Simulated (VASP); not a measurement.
The input files of a VASP run:

File POSCAR:
```
Pd
1
    0.0000000000     1.9358714148     1.9358714148
    1.9358714148    -0.0000000000     1.9358714148
    1.9358714148     1.9358714148    -0.0000000000
Pd
1
Direct
  0.0000000000   0.0000000000   0.0000000000
```

**INCAR**
```
SYSTEM = Pd
PREC = Accurate
ENCUT = 400
EDIFF = 1E-7
NELM = 100
ALGO = Normal
LREAL = .FALSE.
LASPH = .TRUE.
ISMEAR = -5
GGA = PS
LMAXMIX = 4
LWAVE = .FALSE.
LCHARG = .TRUE.
LORBIT = 11
NEDOS = 601
ISIF = 2
```

**KPOINTS**
```
Automatic mesh
0
Gamma
 18 18 18
```

POTCAR, in this order: Pd (PBE.64 set). Program: vasp_std.

Problem. Write an equivalent input for Ansatz.

Solution. One equivalent input (not run):
Ansatz 0.2 input:
```yaml
crystal:
  lattice:
    - [0.0000000, 1.9358714, 1.9358714]
    - [1.9358714, 0.0000000, 1.9358714]
    - [1.9358714, 1.9358714, 0.0000000]
  atoms:
    - { symbol: Pd, position: [0.0000000, 0.0000000, 0.0000000] }
kpoints:
  mp_grid: { grid: [18, 18, 18] }
hamiltonian:
  xc: pbesol
  pseudopotentials: { kind: paw }
scf:
  occupations: { method: tetrahedron }
  max_iter: 100
output: { forces: true, stress: true, eigenvalues: true }
```
What does not carry over: each code has its own PAW files, so the cut-off isn't converted (ENCUT is set for VASP's; basis.ecutwfc is left out, and Ansatz then takes the one that its files recommend); Ansatz stops its SCF on the density residual and VASP on the energy change (EDIFF).

The compound is Pd in the fcc structure. It was relaxed first.
